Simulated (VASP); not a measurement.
Consider the following.

```yaml
crystal:
  lattice:
    - [4.50289, 0.00000, 0.00000]
    - [-2.25145, 3.89962, 0.00000]
    - [0.00000, 0.00000, 7.10327]
  atoms:
    - { symbol: Mg, position: [0.00000, 0.00000, 0.00000] }
    - { symbol: Mg, position: [0.33333, 0.66667, 0.36731] }
    - { symbol: Mg, position: [0.66667, 0.33333, 0.63269] }
    - { symbol: Sb, position: [0.33333, 0.66667, 0.77587] }
    - { symbol: Sb, position: [0.66667, 0.33333, 0.22413] }
```

Level of theory: LDA (Ceperley-Alder, Perdew-Zunger), VASP's LDA PAW potentials (set 64) (plane waves; VASP 6.6.1). Run with 400 eV cut-off, Gaussian smearing of 0.050 eV, potentials Mg Sb.

Unless said otherwise, spin-orbit coupling is left out, though it shifts the bands of the heavy elements here.

Estimate the band gap (along the path) with the smallest direct gap where there is one.

The band gap (along the path) is 0.14 eV. The smallest direct gap (along the path) is 1.19 eV.

The absolute energy has meaning only against runs of the same code, potentials and settings.

The structure comes from a computed database's Mg3Sb2 entry (P-3m1); how it stands against other phases isn't given here. It was relaxed first.
